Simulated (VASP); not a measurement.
Runs of VASP 6.6.1 on Si. The structure is cubic, space group Fd-3m (No. 227). The conventional cell has a = 5.469 Å, b = 5.469 Å, c = 5.469 Å, α = 90.00°, β = 90.00°, γ = 90.00°. Si (site symmetry -43m) is surrounded by 4 Si at 2.37 Å. 

```csv
task,level,potentials or basis,cell,cutoff (eV),gap on the mesh (eV),pressure (GPa)
band structure,r2SCAN,"VASP PAW PBE potentials, release 64 (Si)",as given,520,0.81,-1.5
relaxation of cell and atoms,PBE,"VASP PAW PBE potentials, release 64 (Si)",relaxed,600,0.62,0.0
band structure,LDA,"VASP PAW LDA potentials, release 64 (Si)",as given,520,0.51,(a)
band structure,PBE,"VASP PAW PBE potentials, release 64 (Si)",as given,520,0.62,0.0
band structure,TB-mBJ,"VASP PAW PBE potentials, release 64 (Si)",as given,520,(b),-
```

Alike in all rows: no spin polarisation; k mesh 10 × 10 × 10; smearing gaussian 0.03 eV.

Question: Fill in the values left out.

Answer: (a) -3.3; (b) 1.30.

Caveats: the PAW data sets were made with another functional, which shifts forces and pressure a little (some runs); the relaxation stopped at its first step, so nothing moved (some runs).

A k mesh can miss the band edges.
